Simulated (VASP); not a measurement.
# Ca3Lu: equation of state with PBE

Crystal: Ca3Lu.

```xyz
4
Lattice="5.3618 0.0000 0.0000 0.0000 5.3618 0.0000 0.0000 0.0000 5.3618" Properties=species:S:1:pos:R:3 pbc="T T T"
Lu    2.6809    2.6809    2.6809
Ca    0.0000    0.0000    2.6809
Ca    0.0000    2.6809    0.0000
Ca    2.6809    0.0000    0.0000
```

The cell comes from a database or a generator and needn't be the stable form of this composition.

- Program: VASP 6.6.1
- Task: equation of state
- Functional: PBE
- Potentials or basis: VASP PAW PBE potentials, release 64 (Lu, Ca_sv)
- Cutoff: 520 eV
- k mesh: 5 × 5 × 5
- Occupations: fermi-dirac, width 0.05 eV
- Spin: no spin polarisation

```json
{
  "Equilibrium volume": "38.61 Å³/atom",
  "Bulk modulus": "22 GPa",
  "Pressure derivative of the bulk modulus": "2.9"
}
```

Energy against volume, from the lowest point:
| volume (Å³/atom) | energy (meV/atom) |
| --- | --- |
| 36.224 | 11.14 |
| 36.994 | 4.96 |
| 37.765 | 1.31 |
| 38.536 | 0.00 |
| 39.307 | 0.86 |
| 40.077 | 3.70 |
| 40.848 | 8.41 |

All runs of the series together: 5.3 min on 1 thread of Intel(R) Xeon(R) Platinum 8488C (Sapphire Rapids), on a shared host.

Spin-orbit coupling is left out, which matters for the levels of Lu.
